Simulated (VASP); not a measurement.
OSZICAR of a VASP run on Pr (space group Cm):

OSZICAR:
```
       N       E                     dE             d eps       ncg     rms          rms(c)
DAV:   1     0.370000309066E+03    0.37000E+03   -0.20477E+04  6084   0.148E+03
DAV:   2     0.596646987179E+01   -0.36403E+03   -0.35992E+03  7000   0.369E+02
DAV:   3    -0.196929716394E+02   -0.25659E+02   -0.25106E+02 10114   0.711E+01
DAV:   4    -0.209911946398E+02   -0.12982E+01   -0.12823E+01  8774   0.149E+01
DAV:   5    -0.210379530622E+02   -0.46758E-01   -0.46377E-01  9122   0.244E+00    0.742E+00
DAV:   6    -0.208353602936E+02    0.20259E+00   -0.20313E-01  8004   0.343E+00    0.404E+00
DAV:   7    -0.207430811714E+02    0.92279E-01   -0.31174E-01  8658   0.384E+00    0.397E-01
DAV:   8    -0.207440058526E+02   -0.92468E-03   -0.12863E-02  7888   0.579E-01    0.341E-01
DAV:   9    -0.207443022900E+02   -0.29644E-03   -0.60671E-03  7444   0.653E-01    0.174E-01
DAV:  10    -0.207441619316E+02    0.14036E-03   -0.21903E-03  8410   0.269E-01    0.671E-02
DAV:  11    -0.207441052257E+02    0.56706E-04   -0.39242E-04  8162   0.140E-01    0.630E-03
DAV:  12    -0.207441073254E+02   -0.20997E-05   -0.21160E-05  8712   0.248E-02    0.460E-03
DAV:  13    -0.207441075221E+02   -0.19666E-06   -0.11844E-06  7172   0.765E-03    0.318E-03
DAV:  14    -0.207441067556E+02    0.76648E-06   -0.36118E-07  5196   0.407E-03    0.134E-03
DAV:  15    -0.207441065309E+02    0.22466E-06   -0.10951E-07  4016   0.231E-03    0.799E-04
DAV:  16    -0.207441064451E+02    0.85812E-07   -0.27424E-08  3922   0.107E-03
   1 F= -.20744106E+02 E0= -.20744229E+02  d E =0.366303E-03
```

Which electronic solver shows in the log?

It is blocked Davidson (ALGO = Normal, or the opening steps of other solvers). The INCAR had ALGO = Normal.

Can the final energy be trusted as converged?

The run converged. It stopped with EDIFF = 1E-7, NELM = 100 (PBEsol GGA, plane waves, VASP's PBE PAW potentials (set 64)). The 4f electrons are frozen in the core of the lanthanide potential, so 4f levels, which can set the real gap, and their magnetism are missing.

The structure comes from a computed database's Pr entry (P6_3/mmc); how it stands against other phases isn't given here. This cell was strained or had an atom moved on purpose.
